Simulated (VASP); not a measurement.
Given:

```yaml
crystal:
  lattice:
    - [3.50613, 0.00000, 0.00000]
    - [0.00000, 3.50613, 0.00000]
    - [0.00000, 0.00000, 3.50613]
  atoms:
    - { symbol: Fe, position: [0.00000, 0.00000, 0.00000], spin: 2.9 }
    - { symbol: Ni, position: [0.00000, 0.50000, 0.50000], spin: 0.6 }
    - { symbol: Ni, position: [0.50000, 0.00000, 0.50000], spin: 0.6 }
    - { symbol: Ni, position: [0.50000, 0.50000, 0.00000], spin: 0.6 }
```

Level of theory: PBE GGA with D3 dispersion (Becke-Johnson damping), VASP's PBE PAW potentials (set 64) (plane waves; VASP). Settings: 520 eV cut-off, 10×10×10 Γ-centred mesh, tetrahedra with Blöchl corrections, potentials Fe Ni.

### Question
Estimate the cell moment, energy per atom (σ→0), band gap (on the k-mesh) with the smallest direct gap where there is one.

### Answer

| Property | Value |
|---|---|
| band gap (on the k-mesh) | none (metal, semimetal or under 0.01 eV) |
| cell moment | 4.66 μB |
| energy per atom (σ→0) | -6.686 eV/atom |

### Question
Give the moment on each site (PAW-sphere projection).

### Answer

```
site  moment (μB)
----  -----------
Fe1          2.86
Ni2          0.60
Ni3          0.60
Ni4          0.60
```

The compound is Ni3Fe in the L1_2 structure. It was relaxed first.
